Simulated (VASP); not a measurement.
Computed with PBEsol GGA, VASP's PBE PAW potentials (set 64) (plane waves; VASP 6.6.1).

Input for VASP

File POSCAR:
```
TiAl
1
    2.7996882828     0.0000000000     0.0000000000
    0.0000000000     2.7996882828     0.0000000000
    0.0000000000     0.0000000000     4.0271286154
Ti Al
1 1
Direct
  0.0000000000   0.0000000000   0.0000000000
  0.5000000000   0.5000000000   0.5000000000
```

KPOINTS:
```
Automatic mesh
0
Gamma
15 15 10
0 0 0
```

### INCAR
```
SYSTEM = TiAl
PREC = Accurate; ENCUT = 520; LREAL = .FALSE.
LASPH = .TRUE.
EDIFF = 1E-7; NELM = 100; ALGO = Normal
LMAXMIX = 4
ISMEAR = -5
GGA = PS
ISIF = 2
LWAVE = .FALSE.; LCHARG = .TRUE.; LORBIT = 11
NEDOS = 601
```

POTCAR, in this order: Ti_sv Al (PBE.64 set). Program: vasp_std.

What VASP printed:

### OSZICAR
```
       N       E                     dE             d eps       ncg     rms          rms(c)
DAV:   1     0.905697749831E+02    0.90570E+02   -0.74928E+03  4755   0.139E+03
DAV:   2    -0.883091988110E+01   -0.99401E+02   -0.96628E+02  4815   0.338E+02
DAV:   3    -0.146822657832E+02   -0.58513E+01   -0.56281E+01  7483   0.796E+01
DAV:   4    -0.149138480751E+02   -0.23158E+00   -0.22926E+00  6004   0.133E+01
DAV:   5    -0.149231211797E+02   -0.92731E-02   -0.92562E-02  6889   0.245E+00    0.103E+01
DAV:   6    -0.134137968364E+02    0.15093E+01   -0.12664E+01  5866   0.395E+01    0.335E+00
DAV:   7    -0.132686085477E+02    0.14519E+00   -0.11224E+00  5461   0.114E+01    0.199E+00
DAV:   8    -0.132515026467E+02    0.17106E-01   -0.14772E-01  5279   0.424E+00    0.486E-01
DAV:   9    -0.132499105174E+02    0.15921E-02   -0.24157E-02  5650   0.210E+00    0.260E-01
DAV:  10    -0.132500291134E+02   -0.11860E-03   -0.17598E-03  5905   0.490E-01    0.648E-02
DAV:  11    -0.132500325313E+02   -0.34179E-05   -0.43283E-04  6108   0.232E-01    0.458E-02
DAV:  12    -0.132500368140E+02   -0.42826E-05   -0.30031E-05  5403   0.613E-02    0.131E-02
DAV:  13    -0.132500360458E+02    0.76816E-06   -0.10940E-06  6320   0.118E-02    0.815E-03
DAV:  14    -0.132500358365E+02    0.20934E-06   -0.99787E-07  5139   0.128E-02    0.463E-04
DAV:  15    -0.132500357446E+02    0.91859E-07   -0.41816E-08  2736   0.221E-03
   1 F= -.13250036E+02 E0= -.13250036E+02  d E =0.000000E+00
```

**OUTCAR**
```
------------------------ aborting loop because EDIFF is reached ----------------------------------------
  FORCE on cell =-STRESS in cart. coord.  units (eV):
  Direction    XX          YY          ZZ          XY          YZ          ZX
  --------------------------------------------------------------------------------------
  Total       -0.0299339     -0.0299339      0.0585825      0.0000000     -0.0000000      0.0000000
  in kB       -1.5193553     -1.5193553      2.9734702      0.0000000     -0.0000000      0.0000000
  external PRESSURE =      -0.0217468 kB  Pullay stress =       0.0000000 kB
  volume of cell :       31.57
      direct lattice vectors                 reciprocal lattice vectors
     2.799688283  0.000000000  0.000000000     0.357182621  0.000000000  0.000000000
     0.000000000  2.799688283  0.000000000     0.000000000  0.357182621  0.000000000
     0.000000000  0.000000000  4.027128615     0.000000000  0.000000000  0.248315883
 POSITION                                       TOTAL-FORCE (eV/Angst)
 -----------------------------------------------------------------------------------
      0.00000      0.00000      0.00000         0.000000      0.000000      0.000000
      1.39984      1.39984      2.01356         0.000000      0.000000      0.000000
 -----------------------------------------------------------------------------------
    total drift:                                0.000000      0.000000      0.000000
  FREE ENERGIE OF THE ION-ELECTRON SYSTEM (eV)
  ---------------------------------------------------
  free  energy   TOTEN  =       -13.2500357446 eV

  energy  without entropy=      -13.2500357446  energy(sigma->0) =      -13.25003574

 total charge

# of ion       s       p       d       tot
------------------------------------------
    1        2.208   6.125   1.983  10.316
    2        0.413   0.427   0.000   0.840
--------------------------------------------------
tot          2.621   6.552   1.983  11.156
```
(Selected blocks of OUTCAR.)

For a metal the tetrahedron method with Blöchl corrections gives inexact stress and forces.

The compound is TiAl in the L1_0 structure. It was relaxed first. The electron count is odd and the run is not spin-polarised, which forces a metal.
